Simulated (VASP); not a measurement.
Here is the system:

```yaml
crystal:
  lattice:
    - [-2.18052, 2.18052, 2.18052]
    - [2.18052, -2.18052, 2.18052]
    - [2.18052, 2.18052, -2.18052]
  atoms:
    - { symbol: Eu, position: [0.00000, 0.00000, 0.00000] }
```

Level of theory: revTPSS meta-GGA, VASP's PBE PAW potentials (set 64) (plane waves; VASP 6.6.1). Settings: 520 eV cut-off, 12×12×12 Γ-centred mesh, first-order Methfessel-Paxton smearing of 0.10 eV, potentials Eu_2.

The 4f electrons are frozen in the core of the lanthanide potential, so 4f levels, which can set the real gap, and their magnetism are missing.

### Question
Give the energy at these volumes per atom, relative to the lowest: 38.70, 39.93, 41.17, 42.40, 43.64 Å³.

### Answer
8.9, 2.6, 0.0, 0.8, 4.5 meV/atom. A third-order Birch-Murnaghan fit gives B0 = 14.0 GPa and B0′ = 3.6.

Measured: bulk modulus 10.9 GPa (computed value off by +28.7 %), as given by arXiv:1012.3782; a 4.582 Å at 293 K (computed value off by -4.8 %), as given by Wikipedia, Europium (infobox). The calculation is for a static lattice, while the measured bulk modulus, a hold thermal and zero-point effects, which are part of the difference.

The compound is Eu in the bcc structure. It was relaxed first, which changed the volume by -14 %.
